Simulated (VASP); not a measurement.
Crystal: Ga2SnO.

```
Ga Sn O
1.0
     3.43659    0.00000    0.00000
    -1.71829    2.97617    0.00000
     0.00000    0.00000    7.96900
Ga Sn O
2 1 1
Direct
  0.00000 0.00000 0.70977
  0.00000 0.00000 0.29023
  0.00000 0.00000 0.00000
  0.00000 0.00000 0.50000
```

The cell was built by a generator and needn't be a form met in nature.

```yaml
Program: VASP 6.6.1
Task: relaxation of cell and atoms
Functional: PBE
Potentials_or_basis: VASP PAW PBE potentials, release 64 (Ga_d, Sn_d, O)
Cutoff: 520 eV
k_mesh: 5 × 5 × 2
Occupations: gaussian, width 0.15 eV
Spin: no spin polarisation
```

At the start: pressure 16.8 GPa; volume 20.38 Å³/atom.

Problem. Where does the relaxation end?

Solution. Over 12 steps the energy falls by 507.5 meV/atom and the volume is 22.28 Å³/atom (+9.3 %); space group P6/mmm (No. 191, to 0.05 Å).

The path:
```tsv
step	energy change (eV)	largest force (eV/Å)	pressure (GPa)	volume (Å³)
1	0.0000	0.9015	16.80	81.51
2	0.4079	2.5483	-9.69	104.84
3	-1.7280	2.5052	-3.28	91.25
4	-1.7583	2.4391	-2.16	90.26
5	-1.7601	2.3922	-1.15	89.86
6	-2.0176	0.0784	0.54	88.99
7	-2.0177	0.0976	0.76	88.98
8	-2.0221	0.3072	-0.58	90.03
9	-2.0277	0.1876	-0.50	89.54
10	-2.0300	0.0427	0.46	89.09
11	-2.0298	0.0591	-0.44	89.16
12	-2.0299	0.0136	0.08	89.12
```

Final structure:
```
CELL_PARAMETERS angstrom
3.34799 0.00000 0.00000
-1.67400 2.89944 0.00000
0.00000 0.00000 9.18042
ATOMIC_POSITIONS crystal
Ga 0.00000 0.00000 0.69406
Ga 0.00000 0.00000 0.30594
Sn 0.00000 0.00000 0.00000
O 0.00000 0.00000 0.50000
```

Caveat: the k mesh is coarse (spacing up to 0.42 Å⁻¹), so the values aren't converged.
